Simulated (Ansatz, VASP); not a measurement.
This is a calculation of Y2Ge3 for VASP 6.6.1.

Contents of INCAR:

```
SYSTEM = Y2Ge3
  PREC = Accurate
  ENCUT = 520
  EDIFF = 1E-7
  ISMEAR = -1
  SIGMA = 0.05
  LREAL = .FALSE.
  LASPH = .TRUE.
  NELM = 80
  ALGO = Normal
  ISIF = 2
  LWAVE = .FALSE.
  LCHARG = .FALSE.
  GGA = PE
  NBANDS = 40
```

KPOINTS

```
Automatic mesh
0
G
  7 7 4
  0 0 0
```

POSCAR

```
Y2Ge3
1.0
    4.3924264328      0.0000000000      0.0000000000
   -2.1962132164      3.8039528751      0.0000000000
    0.0000000000      0.0000000000      7.1072950000
Y Ge
2 3
Direct
    0.0000000000      0.0000000000      0.2700710000
    0.0000000000      0.0000000000      0.7299290000
    0.6666666667      0.3333333333      0.0000000000
    0.6666666667      0.3333333333      0.5000000000
    0.3333333333      0.6666666667      0.0000000000
```

Potentials or basis: VASP PAW PBE potentials, release 64 (Y_sv, Ge_d).

Launch:

```bash
$ cat potpaw_PBE.64/Y_sv/POTCAR potpaw_PBE.64/Ge_d/POTCAR > POTCAR
$ mpirun -np 1 vasp_std > vasp.out
```

Question: Set up the same calculation for Ansatz 0.2.0. Potentials there: Ansatz PAW.

Answer: As run (the cutoff follows the program's own potentials):

The input input.yaml:

```yaml
crystal:
  lattice:
    - [4.3924264328, 0.0, 0.0]
    - [-2.1962132164, 3.8039528751, 0.0]
    - [0.0, 0.0, 7.107295]
  atoms:
    - { symbol: "Y", position: [0.0, 0.0, 0.270071] }
    - { symbol: "Y", position: [0.0, 0.0, 0.729929] }
    - { symbol: Ge, position: [0.6666666667, 0.3333333333, 0.0] }
    - { symbol: Ge, position: [0.6666666667, 0.3333333333, 0.5] }
    - { symbol: Ge, position: [0.3333333333, 0.6666666667, 0.0] }
hamiltonian:
  xc: pbe
  pseudopotentials: { kind: paw }
kpoints:
  mp_grid: { grid: [7, 7, 4] }
scf:
  occupations: { method: fermi_dirac, width: 0.05 }
output:
  forces: true
  stress: true
  eigenvalues: true
```

Potentials or basis: Ansatz PAW.

The run is started by

```console
$ ansatz run input.yaml --threads 2 --pin off --max-ram 5120MiB --backend cpu --events-out ev --progress --plain --runs-dir out
```

Both were run:

|  | VASP | Ansatz | Ansatz less VASP |
| --- | --- | --- | --- |
| gap on the k mesh at the Fermi level (eV) | none | none | - |
| pressure (GPa) | 0.3 | 0.4 | +0.05 |
| largest component of the traceless stress (GPa) | 0.25 | 0.22 | -0.023 |
| rms of the force components (eV/Å) | 0.054 | 0.056 | +0.0012 |

Atom by atom the forces differ by 0.001 eV/Å (rms over components). A gap of «none» marks a metal or a gap that the smearing closes.
